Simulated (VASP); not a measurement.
# SrMg3O4 (P4/mmm) in VASP: reference runs

Aim: a first look at SrMg3O4 with PBE, on the cell as given and on a disturbed one.

All numbers are computed with VASP 6.6.1; they aren't measurements. Logs are shortened: lines on timing, memory, paths and dates and some standing lists are left out, and cuts for length are marked.

### Step 1. Starting point

It takes space group P4/mmm (No. 123, tetragonal). Conventional cell: a = 3.301 Å, b = 3.301 Å, c = 8.980 Å, α = 90.00°, β = 90.00°, γ = 90.00°. Sr (site symmetry 4/mmm) has 6 O at 2.33 to 2.47 Å as nearest neighbours. Around Mg (site symmetry 4mm) lie 5 O at 2.04 to 2.33 Å. Mg (site symmetry 4/mmm) is surrounded by 2 O at 2.02 Å. Around O (site symmetry 4/mmm) lie 6 Mg at 2.04 to 2.33 Å. O (site symmetry 4mm) has 1 Mg at 2.02 Å as nearest neighbours. O (site symmetry 4/mmm) is surrounded by 4 Sr at 2.33 Å and 2 Mg at 2.45 Å.

The cell comes from a database or a generator and needn't be the stable form of this composition.

### Step 2. Single point, PBE

The input, INCAR:

```
SYSTEM = SrMg3O4
PREC = Accurate
ENCUT = 520
EDIFF = 1E-7
ISMEAR = -1
SIGMA = 0.05
LREAL = .False.
LASPH = .True.
NELM = 100
ALGO = Normal
ISIF = 2
LWAVE = .False.
LCHARG = .False.
GGA = PE
NBANDS = 30
```

The input, KPOINTS:

```
Automatic mesh
0
Gamma
  8 8 3
  0 0 0
```

The input, POSCAR:

```
SrMg3O4
1.0
    3.3014960000      0.0000000000      0.0000000000
    0.0000000000      3.3014960000      0.0000000000
    0.0000000000      0.0000000000      8.9796080000
Sr Mg O
1 3 4
Direct
    0.0000000000      0.0000000000      0.0000000000
    0.5000000000      0.5000000000      0.2723470000
    0.0000000000      0.0000000000      0.5000000000
    0.5000000000      0.5000000000      0.7276530000
    0.5000000000      0.5000000000      0.5000000000
    0.0000000000      0.0000000000      0.7250160000
    0.5000000000      0.5000000000      0.0000000000
    0.0000000000      0.0000000000      0.2749840000
```

Potentials or basis: VASP PAW PBE potentials, release 64 (Sr_sv, Mg, O).

Run with:

```
$ cat potpaw_PBE.64/Sr_sv/POTCAR potpaw_PBE.64/Mg/POTCAR potpaw_PBE.64/O/POTCAR > POTCAR
$ mpirun -np 1 vasp_std > vasp.out
```

OUTCAR:

```text
SYSTEM = SrMg3O4
   PREC = Accurate
   ENCUT = 520
   EDIFF = 1E-7
   ISMEAR = -1
   LREAL = .False.
   LASPH = .True.
   NELM = 100
   ISIF = 2
   GGA = PE

 ion  position               nearest neighbor table
   1  0.000  0.000  0.000-   7 2.33   7 2.33   7 2.33   7 2.33   8 2.47   6 2.47   4 3.38   4 3.38
                             2 3.38   4 3.38   2 3.38   2 3.38   4 3.38   2 3.38
   2  0.500  0.500  0.272-   5 2.04   8 2.33   8 2.33   8 2.33   8 2.33   7 2.45   3 3.10   3 3.10
                             3 3.10   3 3.10   1 3.38   1 3.38   1 3.38   1 3.38
   3  0.000  0.000  0.500-   6 2.02   8 2.02   5 2.33   5 2.33   5 2.33   5 2.33   4 3.10   4 3.10
                             2 3.10   4 3.10   2 3.10   2 3.10   4 3.10   2 3.10
   4  0.500  0.500  0.728-   5 2.04   6 2.33   6 2.33   6 2.33   6 2.33   7 2.45   3 3.10   3 3.10
                             3 3.10   3 3.10   1 3.38   1 3.38   1 3.38   1 3.38
   5  0.500  0.500  0.500-   2 2.04   4 2.04   3 2.33   3 2.33   3 2.33   3 2.33
   6  0.000  0.000  0.725-   3 2.02   4 2.33   4 2.33   4 2.33   4 2.33   1 2.47
   7  0.500  0.500  0.000-   1 2.33   1 2.33   1 2.33   1 2.33   4 2.45   2 2.45
   8  0.000  0.000  0.275-   3 2.02   2 2.33   2 2.33   2 2.33   2 2.33   1 2.47

  LATTYP: Found a simple tetragonal cell.
 ALAT       =     3.3014960000
 C/A-ratio  =     2.7198603300

  Lattice vectors:

 A1 = (   3.3014960000,   0.0000000000,   0.0000000000)
 A2 = (   0.0000000000,   3.3014960000,   0.0000000000)
 A3 = (   0.0000000000,   0.0000000000,   8.9796080000)

Analysis of symmetry for initial positions (statically):
=====================================================================
 Subroutine PRICEL returns:
 Original cell was already a primitive cell.

 Routine SETGRP: Setting up the symmetry group for a
 simple tetragonal supercell.

 Subroutine GETGRP returns: Found 16 space group operations
 (whereof 16 operations were pure point group operations)
 out of a pool of 16 trial point group operations.

The static configuration has the point symmetry D_4h.

Analysis of symmetry for dynamics (positions and initial velocities):
=====================================================================
 Subroutine PRICEL returns:
 Original cell was already a primitive cell.

 Routine SETGRP: Setting up the symmetry group for a
 simple tetragonal supercell.

 Subroutine GETGRP returns: Found 16 space group operations
 (whereof 16 operations were pure point group operations)
 out of a pool of 16 trial point group operations.

The dynamic configuration has the point symmetry D_4h.

 Subroutine INISYM returns: Found 16 space group operations
 (whereof 16 operations are pure point group operations),
 and found     1 'primitive' translations
[... 112 lines left out ...]
   NFREE  =      0    steps in history (QN), initial steepest desc. (CG)
   ISIF   =      2    stress and relaxation
   ISYM   =      2    0-nonsym 1-usesym 2-fastsym
   POTIM  = 0.5000    time-step for ionic-motion
   TEBEG  =    0.0;   TEEND  =   0.0 temperature during run
   PSTRESS=    0.0 pullay stress
   NELECT =      40.0000    total number of electrons
   NUPDOWN=      -1.0000    fix difference up-down
   EMIN   =  10.00;   EMAX   =-10.00  energy-range for DOS
   EFERMI =   0.00;   METHOD = LEGACY
   ISMEAR =    -1;   SIGMA  =   0.05  broadening in eV -4-tet -1-fermi 0-gaus
   EFERMI_NEDOS =   21; number of points for ismear=-14 and -15
   IALGO  =     38    algorithm
   IMIX   =      4    mixing-type and parameters
     AMIX     =   0.40;   BMIX     =  1.00
     AMIX_MAG =   1.60;   BMIX_MAG =  1.00
  volume/ion in A,a.u.               =      12.23        82.56
  Fermi-wavevector in a.u.,A,eV,Ry     =   1.214885  2.295800 20.081460  1.475946
  Thomas-Fermi vector in A             =   2.350290
   LORBIT       =      0    0 simple, 1 ext, 2 COOP (PROOUT), +10 PAW based schemes
   GGA     = PE    functional components
   LHFCALC =     F    Hartree Fock is set to
   AEXX    =    0.0000 exact exchange contribution
   IVDW    =     0    specifies the selected vdW correction
   LEPSILON=     F    determine dielectric tensor
   LRPA    =     F    only Hartree local field effects (RPA)
 non-spin polarized calculation
  energy-cutoff  :      520.00
  volume of cell :       97.88
 maximum number of plane-waves:      2672
 NGX is ok and might be reduce to    28
   NGX = 13   NGY = 13   NGZ = 33

 number of electron      40.0000017 magnetization

 Free energy of the ion-electron system (eV)
  ---------------------------------------------------
  ext. energy  EPLUGINS =         0.00000000
  ---------------------------------------------------
  free energy    TOTEN  =       -45.75074753 eV

  energy without entropy =      -45.75074753  energy(sigma->0) =      -45.75074753

 E-fermi :   3.7675     XC(G=0): -10.3192

 val. band max:        2.7345499378   @ k =   0.5000   0.5000   0.0000
 cond. band min:       4.8776593265   @ k =   0.0000   0.0000   0.0000
 fundamental gap:      2.1431093887
 Fermi energy:         3.7675400218

 k-point     1 :       0.0000    0.0000    0.0000
  band No.  band energies     occupation
      1     -29.0170      2.00000
      2     -14.3671      2.00000
      3     -14.1888      2.00000
      4     -13.4551      2.00000
      5     -13.1297      2.00000
      6     -10.9955      2.00000
[... 781 lines left out ...]
     29      13.2176      0.00000
     30      13.4602      0.00000

 [... further k-points ...]
[... 5 lines left out ...]
  --------------------------------------------------------------------------------------
  -------------------------------------------------------------------------------------
  Total       -0.2970882     -0.2970882     -0.6762723      0.0000000      0.0000000     -0.0000000
  in kB       -4.8631432     -4.8631432    -11.0701432      0.0000000      0.0000000     -0.0000000
  external PRESSURE =      -6.9321432 kB  Pullay stress =       0.0000000 kB

 VOLUME and BASIS-vectors are now :
 -----------------------------------------------------------------------------
  energy-cutoff  :      520.00
  volume of cell :       97.88
      direct lattice vectors                 reciprocal lattice vectors
     3.301496000  0.000000000  0.000000000     0.302892992  0.000000000  0.000000000
     0.000000000  3.301496000  0.000000000     0.000000000  0.302892992  0.000000000
     0.000000000  0.000000000  8.979608000     0.000000000  0.000000000  0.111363436

 POSITION                                       TOTAL-FORCE (eV/Angst)
 -----------------------------------------------------------------------------------
      0.00000      0.00000      0.00000         0.000000      0.000000      0.000000
      1.65075      1.65075      2.44557        -0.000000      0.000000      0.106276
      0.00000      0.00000      4.48980         0.000000      0.000000      0.000000
      1.65075      1.65075      6.53404        -0.000000     -0.000000     -0.106276
      1.65075      1.65075      4.48980         0.000000      0.000000      0.000000
      0.00000      0.00000      6.51036         0.000000      0.000000     -0.076971
      1.65075      1.65075      0.00000         0.000000      0.000000      0.000000
      0.00000      0.00000      2.46925         0.000000     -0.000000      0.076971
 -----------------------------------------------------------------------------------
    total drift:                                0.000000      0.000000      0.000000

  FREE ENERGIE OF THE ION-ELECTRON SYSTEM (eV)
  ---------------------------------------------------
  free  energy   TOTEN  =       -45.7507475256 eV

  energy  without entropy=      -45.7507475255  energy(sigma->0) =      -45.75074753
```

OSZICAR:

```text
N       E                     dE             d eps       ncg     rms          rms(c)
DAV:   1     0.215545586511E+03    0.21555E+03   -0.20398E+04  1800   0.125E+03
DAV:   2    -0.385979988911E+02   -0.25414E+03   -0.24447E+03  2292   0.264E+02
DAV:   3    -0.531696026518E+02   -0.14572E+02   -0.14491E+02  2276   0.653E+01
DAV:   4    -0.536219469383E+02   -0.45234E+00   -0.45158E+00  2858   0.871E+00
DAV:   5    -0.536257112450E+02   -0.37643E-02   -0.37642E-02  2220   0.849E-01    0.316E+01
DAV:   6    -0.461782419697E+02    0.74475E+01   -0.31177E+01  2120   0.297E+01    0.313E+01
DAV:   7    -0.459761863022E+02    0.20206E+00   -0.13207E+00  2346   0.626E+00    0.191E+01
DAV:   8    -0.457741880631E+02    0.20200E+00   -0.57505E-01  2350   0.554E+00    0.200E+00
DAV:   9    -0.457535711699E+02    0.20617E-01   -0.89664E-02  2354   0.192E+00    0.107E+00
DAV:  10    -0.457518664960E+02    0.17047E-02   -0.94462E-03  2290   0.544E-01    0.589E-01
DAV:  11    -0.457508239673E+02    0.10425E-02   -0.55197E-03  2390   0.552E-01    0.130E-01
DAV:  12    -0.457507748295E+02    0.49138E-04   -0.11804E-03  2430   0.186E-01    0.686E-02
DAV:  13    -0.457507536689E+02    0.21161E-04   -0.19418E-04  2390   0.101E-01    0.275E-02
DAV:  14    -0.457507483072E+02    0.53617E-05   -0.57500E-05  2548   0.539E-02    0.113E-02
DAV:  15    -0.457507479172E+02    0.38997E-06   -0.10925E-05  2216   0.184E-02    0.682E-03
DAV:  16    -0.457507475893E+02    0.32790E-06   -0.21850E-06  2184   0.867E-03    0.355E-03
DAV:  17    -0.457507475256E+02    0.63651E-07   -0.52022E-07  2176   0.490E-03
   1 F= -.45750748E+02 E0= -.45750748E+02  d E =-.905649E-10
```

stdout:

```text
POSCAR found type information on POSCAR SrMgO
 POSCAR found :  3 types and       8 ions
 scaLAPACK will be used
 LDA part: xc-table for (Slater+PW92), standard interpolation
 POSCAR, INCAR and KPOINTS ok, starting setup
 FFT: planning ... GRIDC
 FFT: planning ... GRID_SOFT
 FFT: planning ... GRID
 WAVECAR not read
 entering main loop
```

Run time: 2.3 min. Hardware: 1 thread of Intel Xeon Platinum 8259CL at 2.50GHz (Skylake/Cascade Lake), shared host; peak memory 0.27 GiB.

What came out:

```yaml
Free_energy: -45.7507 eV
Pressure: -0.7 GPa
Largest_force: 0.106 eV/Å
Band_gap_on_the_k_mesh: 2.14 eV, indirect (least direct gap 2.33 eV)
```

Forces on the atoms (eV/Å):
```
Sr   0.000  0.000  0.000
Mg   0.000  0.000  0.106
Mg   0.000  0.000  0.000
Mg   0.000  0.000 -0.106
O    0.000  0.000  0.000
O    0.000  0.000 -0.077
O    0.000  0.000  0.000
O    0.000  0.000  0.077
```

Stress tensor (GPa, compression positive):
```
-0.49  0.00  0.00
 0.00 -0.49  0.00
 0.00  0.00 -1.11
```

Caveat: an odd mesh through Γ misses points on the zone boundary, where band edges often lie. PBE gaps usually lie below the measured ones, often by a third to a half.

### Step 3. Single point, PBE (atoms moved at random, drawn with an rms of 0.05 Å)

The input, INCAR:

```
  PREC = Accurate
  ENCUT = 520
  EDIFF = 1E-7
  ISMEAR = -1
  SIGMA = 0.05
  LREAL = False
  LASPH = True
  NELM = 100
  ALGO = Normal
  ISIF = 2
  LWAVE = False
  LCHARG = False
  GGA = PE
  NBANDS = 30
```

The input, KPOINTS:

```
regular mesh
0
Gamma
  8 8 3
```

The input, POSCAR:

```
SrMg3O4
1.0
    3.3014960000      0.0000000000      0.0000000000
    0.0000000000      3.3014960000      0.0000000000
    0.0000000000      0.0000000000      8.9796080000
Sr Mg O
1 3 4
Direct
   -0.0027800000     -0.0113330000      0.0009540000
    0.5107960000      0.5091350000      0.2750790000
    0.0087070000      0.0033610000      0.5006940000
    0.4828460000      0.4930170000      0.7269820000
    0.5140580000      0.4995800000      0.5008110000
    0.0154370000      0.0021950000      0.7258800000
    0.5050570000      0.4900060000      0.0018970000
   -0.0014730000      0.0061560000      0.2733510000
```

Potentials or basis: VASP PAW PBE potentials, release 64 (Sr_sv, Mg, O).

Run with:

```
$ cat potpaw_PBE.64/Sr_sv/POTCAR potpaw_PBE.64/Mg/POTCAR potpaw_PBE.64/O/POTCAR > POTCAR
$ mpirun -np 1 vasp_std > vasp.out
```

OUTCAR:

```text
PREC = Accurate
   ENCUT = 520
   EDIFF = 1E-7
   ISMEAR = -1
   LREAL = False
   LASPH = True
   NELM = 100
   ISIF = 2
   GGA = PE

 ion  position               nearest neighbor table
   1  0.997  0.989  0.001-   7 2.31   7 2.32   7 2.35   7 2.36   8 2.45   6 2.47   2 3.34   4 3.36
                             4 3.38   2 3.38   2 3.40   4 3.41   4 3.42   2 3.45
   2  0.511  0.509  0.275-   5 2.03   8 2.30   8 2.31   8 2.36   8 2.37   7 2.45   3 3.08   3 3.08
                             3 3.10   3 3.10   1 3.34   1 3.38   1 3.40   1 3.45
   3  0.009  0.003  0.501-   6 2.02   8 2.04   5 2.31   5 2.33   5 2.34   5 2.36   4 3.03   4 3.07
                             2 3.08   2 3.08   2 3.10   2 3.10   4 3.12   4 3.16
   4  0.483  0.493  0.727-   5 2.03   6 2.24   6 2.28   6 2.39   6 2.43   7 2.47   3 3.03   3 3.07
                             3 3.12   3 3.16   1 3.36   1 3.38   1 3.41   1 3.42
   5  0.514  0.500  0.501-   2 2.03   4 2.03   3 2.31   3 2.33   3 2.34   3 2.36
   6  0.015  0.002  0.726-   3 2.02   4 2.24   4 2.28   4 2.39   4 2.43   1 2.47
   7  0.505  0.490  0.002-   1 2.31   1 2.32   1 2.35   1 2.36   2 2.45   4 2.47
   8  0.999  0.006  0.273-   3 2.04   2 2.30   2 2.31   2 2.36   2 2.37   1 2.45

  LATTYP: Found a simple tetragonal cell.
 ALAT       =     3.3014960000
 C/A-ratio  =     2.7198603300

  Lattice vectors:

 A1 = (   3.3014960000,   0.0000000000,   0.0000000000)
[... 195 lines left out ...]
 Fermi energy:         3.8761934821

 k-point     1 :       0.0000    0.0000    0.0000
  band No.  band energies     occupation
      1     -28.8976      2.00000
      2     -14.4569      2.00000
      3     -14.2026      2.00000
      4     -13.5402      2.00000
      5     -13.0010      2.00000
      6     -10.8887      2.00000
[... 781 lines left out ...]
     29      12.5225      0.00000
     30      12.6035      0.00000

 [... further k-points ...]
[... 5 lines left out ...]
  --------------------------------------------------------------------------------------
  -------------------------------------------------------------------------------------
  Total       -0.1636330     -0.2028516     -0.3677275      0.0627735      0.0375684     -0.1641741
  in kB       -2.6785670     -3.3205498     -6.0194631      1.0275621      0.6149711     -2.6874241
  external PRESSURE =      -4.0061933 kB  Pullay stress =       0.0000000 kB

 VOLUME and BASIS-vectors are now :
 -----------------------------------------------------------------------------
  energy-cutoff  :      520.00
  volume of cell :       97.88
      direct lattice vectors                 reciprocal lattice vectors
     3.301496000  0.000000000  0.000000000     0.302892992  0.000000000  0.000000000
     0.000000000  3.301496000  0.000000000     0.000000000  0.302892992  0.000000000
     0.000000000  0.000000000  8.979608000     0.000000000  0.000000000  0.111363436

 POSITION                                       TOTAL-FORCE (eV/Angst)
 -----------------------------------------------------------------------------------
      3.29232      3.26408      0.00857         0.246625      0.111216     -0.051271
      1.68639      1.68091      2.47010         0.009877     -0.103415     -0.227562
      0.02875      0.01110      4.49604        -0.102634      0.006046     -0.081547
      1.59411      1.62769      6.52801         0.073582     -0.000331      0.096891
      1.69716      1.64936      4.49709        -0.105303      0.031437     -0.004575
      0.05097      0.00725      6.51812         0.084852      0.000718     -0.233416
      1.66744      1.61775      0.01703        -0.261375      0.039326     -0.035966
      3.29663      0.02032      2.45458         0.054376     -0.084997      0.537446
 -----------------------------------------------------------------------------------
    total drift:                                0.000526     -0.000515     -0.000538

  FREE ENERGIE OF THE ION-ELECTRON SYSTEM (eV)
  ---------------------------------------------------
  free  energy   TOTEN  =       -45.7306894103 eV

  energy  without entropy=      -45.7306894101  energy(sigma->0) =      -45.73068941
```

stdout:

```text
POSCAR found type information on POSCAR SrMgO
 POSCAR found :  3 types and       8 ions
 scaLAPACK will be used
 LDA part: xc-table for (Slater+PW92), standard interpolation
 POSCAR, INCAR and KPOINTS ok, starting setup
 FFT: planning ... GRIDC
 FFT: planning ... GRID_SOFT
 FFT: planning ... GRID
 WAVECAR not read
 entering main loop
```

Run time: 7 min. Hardware: 1 thread of Intel Xeon Platinum 8259CL at 2.50GHz (Skylake/Cascade Lake), shared host; peak memory 0.41 GiB.

What came out:

```yaml
Free_energy: -45.7307 eV
Pressure: -0.4 GPa
Largest_force: 0.547 eV/Å
Band_gap_on_the_k_mesh: 1.99 eV, indirect (least direct gap 2.18 eV)
```

Forces in eV/Å, atoms in the order of the input:
```
Sr   0.247  0.111 -0.051
Mg   0.010 -0.103 -0.228
Mg  -0.103  0.006 -0.082
Mg   0.074  0.000  0.097
O   -0.105  0.031 -0.005
O    0.085  0.001 -0.233
O   -0.261  0.039 -0.036
O    0.054 -0.085  0.537
```

Caveat: an odd mesh through Γ misses points on the zone boundary, where band edges often lie.
